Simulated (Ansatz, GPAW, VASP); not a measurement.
Code comparison for BaMg₂Sb₂ (P-3m1, 5 atoms in the cell)

Self-consistent single point.

```
CELL_PARAMETERS angstrom
      4.79854     0.00000     0.00000
     -2.39927     4.15566     0.00000
      0.00000     0.00000     8.20590
ATOMIC_POSITIONS crystal
  Ba 0.00000 0.00000 0.00000
  Mg 0.66667 0.33333 0.37666
  Mg 0.33333 0.66667 0.62334
  Sb 0.66667 0.33333 0.73051
  Sb 0.33333 0.66667 0.26949
```

All programs got the same cell, k-point mesh and kind of occupations (some realise fixed ones as a very narrow smearing) (in Ansatz's words: kpoints.mp_grid.grid = 6 6 3; scf.occupations.method = fixed); potentials, basis and cutoffs are each program's usual ones.

```csv
code,model,pressure (GPa),largest force (eV/Å),gap on the mesh (eV),cutoff
Ansatz,"LDA (PW92), PAW files made with PBE",-2.46,0.078,0.826,default
GPAW,"LDA (Perdew-Wang 92), GPAW PAW datasets LDA (gpaw-data 1.0.1)",-2.40,0.041,0.799,850 eV
VASP,"LDA (PZ), VASP's LDA PAW potentials (set 64)",-2.31,0.042,0.768,300 eV
```

Size of the force on each atom (eV/Å): Sizes of forces hide their directions.

```csv
code,Ba1,Mg2,Mg3,Sb4,Sb5
Ansatz,0.000,0.023,0.023,0.078,0.078
GPAW,0.000,0.022,0.022,0.041,0.041
VASP,0.000,0.031,0.031,0.042,0.042
```

Gaps are read on the mesh.

The spread over the programs that give each value: pressure within 0.15 GPa; largest force within 0.037 eV/Å; gap on the mesh within 0.058 eV.

The starting cell comes from a database of computed structures (which also holds hypothetical and non-ambient phases and stackings), without a prior relaxation at this level. On Ansatz's run: Spin-orbit coupling is off.

**Question.** Why do the programs differ, and what cannot be compared?

**Answer.** Differences of this kind can come from the potentials, where these differ, and from what each basis and cutoff leave unconverged. The valence holds different numbers of electrons (Ansatz (an electronic-structure program) 60, GPAW 60, VASP 24). The zero of total energies and Fermi levels follows the potentials and each program's conventions, so they are not compared here. Ansatz's pressure is given at a fixed set of plane waves, as the other plane-wave codes print theirs. The same LDA comes in different parametrisations, which differ slightly.

VASP's run is marked for a possible Pulay error in its stress at this cutoff; no cutoff test was made.

VASP ran the fixed occupations as a Gaussian smearing of 0.01 eV.

Left out of this page: Quantum ESPRESSO, CP2K, Elk and FLEUR (not drawn, or without a comparable value); ABINIT (with a known weakness of the program).

Keys are those of Ansatz 0.2.
